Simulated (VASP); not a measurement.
Set up this calculation in VASP 6.6.1, as the native input.

| Property | Result |
| --- | --- |
| Task | single point |
| Functional | PBE |
| Potentials or basis | VASP PAW PBE potentials, release 64 (Ga, As) |
| Cutoff | 520 eV |
| k mesh | 10 × 10 × 10 |
| Occupations | gaussian, width 0.02 eV |
| Spin | no spin polarisation |
| Further INCAR settings | ALGO = Normal; EDIFF = 1e-07; NBANDS = 11 |

The structure of GaAs lies in POSCAR:

```
GaAs                                    
1.0
    0.0000000000      2.9647923561      2.9647923561
    2.9647923561      0.0000000000      2.9647923561
    2.9647923561      2.9647923561      0.0000000000
  Ga              As            
     1     1
Direct
     0.0000000000000000    0.0000000000000000    0.0000000000000000
     0.2500000000000000    0.2500000000000000    0.2500000000000000
```

The cell isn't the ideal one: a relaxed cell with its volume scaled by 1.09.

The input as run:

INCAR

```
SYSTEM = GaAs
  PREC = Accurate
  ENCUT = 520
  EDIFF = 1E-7
  ISMEAR = 0
  SIGMA = 0.02
  LREAL = .False.
  LASPH = .True.
  NELM = 100
  ALGO = Normal
  ISIF = 2
  LWAVE = .False.
  LCHARG = .False.
  GGA = PE
  NBANDS = 11
```

KPOINTS

```
Automatic mesh
0
Gamma
  10 10 10
  0 0 0
```

Potentials or basis: VASP PAW PBE potentials, release 64 (Ga, As).

The run is started by

```bash
$ cat potpaw_PBE.64/Ga/POTCAR potpaw_PBE.64/As/POTCAR > POTCAR
$ mpirun -np 1 vasp_std > vasp.out
```

Results of the run:

```
Pressure               : -4.3 GPa
Band gap on the k mesh : none (metal or under the smearing width)
```

Wall time 15 s on 1 thread of AMD EPYC 9R45 96-Core Processor (Zen 5), with other jobs on the host, peak memory 0.16 GiB.
